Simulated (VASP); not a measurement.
The input files of a VASP run:

INCAR:
```
SYSTEM  =  C
PREC  =  Accurate; ENCUT  =  520; LREAL  =  .FALSE.
LASPH  =  .TRUE.
EDIFF  =  1E-6; NELM  =  100; ALGO  =  Normal
ISMEAR  =  0; SIGMA  =  0.05
IBRION  =  2; NSW  =  60; ISIF  =  3
EDIFFG  =  -0.02
LWAVE  =  .FALSE.; LCHARG  =  .FALSE.
```

KPOINTS:
```
kpoints
0
gamma
9 9 3
0 0 0
```

File POSCAR:
```
C
1
    1.2235686558    -2.1192825929    -0.0000000000
    1.2235686558     2.1192825929     0.0000000000
   -0.0000000000     0.0000000000     6.6185440690
C
4
Direct
  0.0000000000   0.0000000000   0.2500000000
  0.0000000000   0.0000000000   0.7500000000
  0.3333330000   0.6666670000   0.2500000000
  0.6666670000   0.3333330000   0.7500000000
```

POTCAR, in this order: C (LDA.64 set). Program: vasp_std.

Task: Write an equivalent input for Quantum ESPRESSO's pw.x.

Result: One equivalent input (not run):
```
&CONTROL
  calculation = 'vc-relax'
  pseudo_dir = './pseudo'
  outdir = './out'
  tprnfor = .true.
  tstress = .true.
  nstep = 60
  forc_conv_thr = 0.00078
/
&SYSTEM
  ibrav = 0
  nat = 4
  ntyp = 1
  ecutwfc = 82
  occupations = 'smearing'
  smearing = 'gaussian'
  degauss = 0.003675
  input_dft = 'pz'
/
&ELECTRONS
  conv_thr = 7.3e-08
  electron_maxstep = 100
/
&IONS
/
&CELL
/
ATOMIC_SPECIES
  C 12.011 C.upf
CELL_PARAMETERS angstrom
     1.2235687   -2.1192826   -0.0000000
     1.2235687    2.1192826    0.0000000
    -0.0000000    0.0000000    6.6185441
ATOMIC_POSITIONS crystal
  C    0.0000000  0.0000000  0.2500000
  C    0.0000000  0.0000000  0.7500000
  C    0.3333330  0.6666670  0.2500000
  C    0.6666670  0.3333330  0.7500000
K_POINTS automatic
  9 9 3 0 0 0
```
What does not carry over: the potentials are each code's own (VASP's PAW set, PseudoDojo norm-conserving files in pw.x), so ENCUT and ecutwfc are chosen apart and not converted; conv_thr bounds pw.x's estimated SCF error, while EDIFF bounds the energy change between steps; forc_conv_thr acts on force components and is met together with etot_conv_thr.

The compound is C in the graphite structure. It was relaxed first. The k-mesh is coarse (spacing up to 0.33 per Å, 2π included), so the numbers may not be converged in it. The start is the result of an earlier pass.
